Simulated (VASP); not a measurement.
These are LDA (Ceperley-Alder, Perdew-Zunger), VASP's LDA PAW potentials (set 64) (plane waves; VASP) values and carry that method's errors.

VASP ran on this input.

File KPOINTS:
```
kpoints
0
gamma
  8 8 5
```

### POSCAR
```
NiSb
1.0
  1.9650000000  -3.4034800000   0.0000000000
  1.9650000000   3.4034800000   0.0000000000
  0.0000000000   0.0000000000   5.1300000000
Ni Sb
2 2
Cart
 -0.0069069750  -0.0403006067   2.6077431600
 -0.0810405300   0.0004832942   0.0058584600
  2.0718390150   1.1227638068   1.2309691500
  1.9461104550  -1.0829430908   3.8504343600
```

**INCAR**
```
! general
SYSTEM   =  NiSb
PREC     =  Accurate
ENCUT    =  300
LREAL    =  .False.
LASPH    =  .True.

! electronic loop
EDIFF    =  1E-6
NELM     =  100
ALGO     =  Normal
LMAXMIX  =  4

! smearing
ISMEAR   =  -1
SIGMA    =  0.1

! ions
ISIF     =  2

! output
LWAVE    =  .False.
LCHARG   =  .False.
```

POTCAR, in this order: Ni Sb (LDA.64 set). Program: vasp_std.

Question: What will the output report for the number of irreducible k-points (NKPTS), largest plane-wave count, number of space-group operations, FFT grid (NGX, NGY, NGZ)?

Answer: 
The number of irreducible k-points (NKPTS) is 162, the largest plane-wave count is 855 and the number of space-group operations is 1. The FFT grid (NGX, NGY, NGZ) is 24 × 24 × 30.

The structure is a typed NiSb crystal (P6_3/mmc). The cell was not relaxed at this level, atoms are displaced from their ideal sites. The run is not spin-polarised, so no magnetic state was tried.
